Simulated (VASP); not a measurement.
Consider the following.

```xyz
2
Lattice="1.3449 -2.3294 0.0000 1.3449 2.3294 0.0000 0.0000 0.0000 4.3694" Properties=species:S:1:pos:R:3 pbc="T T T"
Ru     1.3449     0.7765     1.0923
Ru     1.3449    -0.7765     3.2770
```

Method: PBEsol GGA, VASP's PBE PAW potentials (set 64) (plane waves; VASP). Run with 480 eV cut-off, 14×14×8 Γ-centred mesh, first-order Methfessel-Paxton smearing of 0.10 eV, potentials Ru_pv.

Task: Give the stress tensor in GPa (positive for a compressed cell).

Result: 
```
 -4.13    0.00    0.00
  0.00   -4.13    0.00
  0.00    0.00  -18.48
```
The pressure is its mean diagonal, -8.91 GPa.

The compound is Ru in the hcp structure. This cell was strained or had an atom moved on purpose.
